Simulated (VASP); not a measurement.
A run of VASP 6.6.1:

Contents of POSCAR:

```
Si3Bi2Te3
1.0
    4.1009200000      0.0000000000      0.0000000000
   -2.0504600000      3.5515010000      0.0000000000
    0.0000000000      0.0000000000     31.8997400000
Si Bi Te
6 4 6
Direct
    0.3333330000      0.6666670000      0.0109180000
    0.3333330000      0.6666670000      0.0853630000
    0.0000000000      0.0000000000      0.1064610000
    0.6666670000      0.3333330000      0.9890820000
    0.6666670000      0.3333330000      0.9146370000
    0.0000000000      0.0000000000      0.8935390000
    0.0000000000      0.0000000000      0.3954150000
    0.3333330000      0.6666670000      0.2547080000
    0.6666670000      0.3333330000      0.7452920000
    0.0000000000      0.0000000000      0.6045850000
    0.3333330000      0.6666670000      0.4558990000
    0.6666670000      0.3333330000      0.3210990000
    0.0000000000      0.0000000000      0.1893330000
    0.0000000000      0.0000000000      0.8106670000
    0.6666670000      0.3333330000      0.5441010000
    0.3333330000      0.6666670000      0.6789010000
```

Contents of INCAR.step1:

```
PREC     = Accurate       # precision mode
ENCUT    = 520            # plane-wave cutoff, eV
EDIFF    = 1E-6           # SCF threshold, eV
ISMEAR   = 0              # smearing method
SIGMA    = 0.1            # smearing width, eV
LREAL    = F              # projectors in reciprocal space
LASPH    = T              # aspherical terms in the spheres
NELM     = 80             # most SCF steps
ALGO     = Fast           # electronic algorithm
ISIF     = 2              # what is computed and relaxed
LWAVE    = F              # write WAVECAR
LCHARG   = T              # write CHGCAR
GGA      = PE             # functional
NBANDS   = 74             # bands
KPAR     = 4
```

The input KPOINTS.step1:

```
regular mesh
0
Gamma
  8 8 1
```

The input INCAR.step2:

```
PREC     = Accurate       # precision mode
ENCUT    = 520            # plane-wave cutoff, eV
EDIFF    = 1E-6           # SCF threshold, eV
ISMEAR   = -5             # smearing method
SIGMA    = 0.1            # smearing width, eV
LREAL    = F              # projectors in reciprocal space
LASPH    = T              # aspherical terms in the spheres
NELM     = 80             # most SCF steps
ALGO     = Fast           # electronic algorithm
ISIF     = 2              # what is computed and relaxed
LWAVE    = F              # write WAVECAR
LCHARG   = F              # write CHGCAR
GGA      = PE             # functional
LORBIT   = 10             # projections on sites
NBANDS   = 74             # bands
KPAR     = 4            
NEDOS    = 2001           # points of the DOS
ICHARG   = 11             # starting density
```

KPOINTS.step2

```
regular mesh
0
Gamma
  12 12 1
```

Potentials or basis: VASP PAW PBE potentials, release 64 (Si, Bi_d, Te).

Run with:

```bash
$ cat potpaw_PBE.64/Si/POTCAR potpaw_PBE.64/Bi_d/POTCAR potpaw_PBE.64/Te/POTCAR > POTCAR
$ cp INCAR.step1 INCAR
$ cp KPOINTS.step1 KPOINTS
$ mpirun -np 4 vasp_std > vasp.out
$ cp INCAR.step2 INCAR
$ cp KPOINTS.step2 KPOINTS
$ mpirun -np 4 vasp_std > vasp.out
```

Hardware: 4 MPI ranks on AMD EPYC 9R14 (Zen 4), on a shared host.

Task: Estimate the wall time of this run.

Result: It took 4.6 min on 4 MPI ranks on AMD EPYC 9R14 (Zen 4) (shared host), peak memory 0.74 GiB a rank. Counts: scf iterations 12, k points 19.
